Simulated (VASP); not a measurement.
Input for VASP

INCAR:
```
SYSTEM  =  AlN
PREC  =  Accurate; ENCUT  =  520; LREAL  =  .FALSE.
LASPH  =  .TRUE.
EDIFF  =  1E-7; NELM  =  100; ALGO  =  Normal
ISMEAR  =  0; SIGMA  =  0.05
GGA  =  CX; LUSE_VDW  =  .TRUE.; AGGAC  =  0.0
IBRION  =  2; NSW  =  30; ISIF  =  4
EDIFFG  =  -0.01
LWAVE  =  .FALSE.; LCHARG  =  .FALSE.
```

KPOINTS:
```
Automatic mesh
0
gamma
8 8 5
0 0 0
```

POSCAR:
```
AlN
1
    1.5754562666    -2.7287702929     0.0000000000
    1.5754562666     2.7287702929     0.0000000000
    0.0000000000     0.0000000000     5.0439921999
Al N
2 2
Direct
  0.6666670000   0.3333330000   0.5000225821
  0.3333330000   0.6666670000   0.0000225821
  0.6666670000   0.3333330000   0.8819774179
  0.3333330000   0.6666670000   0.3819774179
```

POTCAR, in this order: Al N (PBE.64 set). Program: vasp_std.

Task: Write an equivalent input for Quantum ESPRESSO's pw.x.

Result: One equivalent input (not run):
```
&CONTROL
  calculation = 'vc-relax'
  pseudo_dir = './pseudo'
  outdir = './out'
  tprnfor = .true.
  tstress = .true.
  nstep = 30
  forc_conv_thr = 0.00039
/
&SYSTEM
  ibrav = 0
  nat = 4
  ntyp = 2
  ecutwfc = 84
  occupations = 'smearing'
  smearing = 'gaussian'
  degauss = 0.003675
  input_dft = 'vdw-df-cx'
/
&ELECTRONS
  conv_thr = 7.3e-09
  electron_maxstep = 100
/
&IONS
/
&CELL
  cell_dofree = 'shape'
/
ATOMIC_SPECIES
  Al 26.982 Al.upf
  N 14.007 N.upf
CELL_PARAMETERS angstrom
     1.5754563   -2.7287703    0.0000000
     1.5754563    2.7287703    0.0000000
     0.0000000    0.0000000    5.0439922
ATOMIC_POSITIONS crystal
  Al   0.6666670  0.3333330  0.5000226
  Al   0.3333330  0.6666670  0.0000226
  N    0.6666670  0.3333330  0.8819774
  N    0.3333330  0.6666670  0.3819774
K_POINTS automatic
  8 8 5 0 0 0
```
Limits of the translation: the potentials are each code's own (VASP's PAW set, PseudoDojo norm-conserving files in pw.x), so ENCUT and ecutwfc are chosen apart and not converted; conv_thr bounds pw.x's estimated SCF error, while EDIFF bounds the energy change between steps; forc_conv_thr acts on force components and is met together with etot_conv_thr.

The compound is AlN in the wurtzite structure. This cell is one point of a volume scan, at 1.03 of the reference volume. Symmetry was kept, so distortions that lower it aren't found.
